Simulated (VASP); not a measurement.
OSZICAR of a VASP run on PbO (litharge):

File OSZICAR:
```
       N       E                     dE             d eps       ncg     rms          rms(c)
DAV:   1     0.481058217644E+03    0.48106E+03   -0.22429E+04  1440   0.228E+03
DAV:   2     0.382183524523E+02   -0.44284E+03   -0.43597E+03  1488   0.534E+02
DAV:   3    -0.265331324994E+02   -0.64751E+02   -0.64007E+02  2000   0.208E+02
DAV:   4    -0.286903600557E+02   -0.21572E+01   -0.21561E+01  1608   0.410E+01
DAV:   5    -0.287538532002E+02   -0.63493E-01   -0.63489E-01  2048   0.712E+00    0.119E+01
DAV:   6    -0.246766633124E+02    0.40772E+01   -0.32406E+01  2304   0.464E+01    0.522E+00
DAV:   7    -0.244701106728E+02    0.20655E+00   -0.30745E+00  1880   0.137E+01    0.243E+00
DAV:   8    -0.244403460241E+02    0.29765E-01   -0.83574E-01  1944   0.659E+00    0.122E+00
DAV:   9    -0.244083012611E+02    0.32045E-01   -0.16534E-01  2224   0.371E+00    0.234E-01
DAV:  10    -0.244096450743E+02   -0.13438E-02   -0.16603E-02  1568   0.787E-01    0.459E-02
DAV:  11    -0.244096800295E+02   -0.34955E-04   -0.13071E-03  2552   0.291E-01    0.706E-02
DAV:  12    -0.244096247163E+02    0.55313E-04   -0.14203E-04  2040   0.139E-01    0.426E-02
DAV:  13    -0.244096048436E+02    0.19873E-04   -0.10534E-04  2256   0.896E-02    0.860E-03
DAV:  14    -0.244096049737E+02   -0.13017E-06   -0.78615E-06  1640   0.219E-02
   1 F= -.24409605E+02 E0= -.24409605E+02  d E =-.244096E+02
       N       E                     dE             d eps       ncg     rms          rms(c)
DAV:   1    -0.244115918652E+02   -0.19870E-02   -0.76589E-02  1792   0.424E+00    0.280E-01
DAV:   2    -0.244098863490E+02    0.17055E-02   -0.10308E-02  2168   0.100E+00    0.863E-02
DAV:   3    -0.244096524987E+02    0.23385E-03   -0.88664E-04  1960   0.545E-01    0.364E-02
DAV:   4    -0.244096212565E+02    0.31242E-04   -0.23604E-04  2016   0.229E-01    0.111E-02
DAV:   5    -0.244096214749E+02   -0.21847E-06   -0.31166E-05  2184   0.631E-02    0.580E-03
DAV:   6    -0.244096207601E+02    0.71481E-06   -0.45947E-06  1376   0.336E-02
   2 F= -.24409621E+02 E0= -.24409621E+02  d E =-.157864E-04
       N       E                     dE             d eps       ncg     rms          rms(c)
DAV:   1    -0.244100905767E+02   -0.46910E-03   -0.16824E-02  1784   0.199E+00    0.131E-01
DAV:   2    -0.244097170698E+02    0.37351E-03   -0.22630E-03  2160   0.468E-01    0.405E-02
DAV:   3    -0.244096657548E+02    0.51315E-04   -0.19524E-04  1976   0.255E-01    0.172E-02
DAV:   4    -0.244096586644E+02    0.70904E-05   -0.51626E-05  1992   0.108E-01    0.515E-03
DAV:   5    -0.244096586618E+02    0.26212E-08   -0.63073E-06  1680   0.294E-02
   3 F= -.24409659E+02 E0= -.24409659E+02  d E =-.536880E-04
```

### Question
Which electronic solver shows in the log?

### Answer
It is blocked Davidson (ALGO = Normal, or the opening steps of other solvers). The INCAR had ALGO = Normal.

### Question
Can the final energy be trusted as converged?

### Answer
Self-consistency was reached. It stopped with EDIFF = 1E-6, NELM = 100, NSW = 40 and EDIFFG = -0.02 after 3 ionic steps (LDA (Ceperley-Alder, Perdew-Zunger), plane waves, VASP's LDA PAW potentials (set 64)).

The compound is PbO in the litharge structure. This run relaxes it. Symmetry was kept, so distortions that lower it aren't found.
